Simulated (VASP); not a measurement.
Given:

```yaml
crystal:
  lattice:
    - [4.46450, 0.00000, 0.00000]
    - [0.00000, 4.46450, 0.00000]
    - [0.00000, 0.00000, 4.46450]
  atoms:
    - { symbol: Zr, position: [0.00000, 0.00000, 0.00000] }
    - { symbol: Zr, position: [0.50000, 0.50000, 0.00000] }
    - { symbol: Zr, position: [0.50000, 0.00000, 0.50000] }
    - { symbol: N, position: [0.50000, 0.50000, 0.50000] }
    - { symbol: N, position: [0.00000, 0.00000, 0.50000] }
    - { symbol: N, position: [0.00000, 0.50000, 0.00000] }
    - { symbol: N, position: [0.50000, 0.00000, 0.00000] }
    - { symbol: V, position: [0.00000, 0.50000, 0.50000] }
```

Computed with PBEsol GGA, VASP's PBE PAW potentials (set 64) (plane waves; VASP). Run with 520 eV cut-off, 8×8×8 Γ-centred mesh, tetrahedra with Blöchl corrections, potentials Zr_sv N V_sv.

The cores are frozen, which limits the accuracy of field gradients.

Q: Give the principal components of the electric field gradient (V/Å²) and the asymmetry η at each nucleus.

A: 
```
atom    Vxx    Vyy   Vzz     η
----  -----  -----  ----  ----
Zr1     0.9    0.9  -1.9  0.00
Zr2     0.9    0.9  -1.9  0.00
Zr3     0.9    0.9  -1.9  0.00
N4    -15.2  -15.2  30.4  0.00
N5    -15.2  -15.2  30.4  0.00
N6    -15.2  -15.2  30.4  0.00
N7      0.0    0.0   0.0     -
V8      0.0    0.0   0.0     -
```

The structure was generated: VZr3N4 was put into an ordered model structure (Pm-3m), which need not be its known phase. It was relaxed first. The run is not spin-polarised, so no magnetic state was tried.
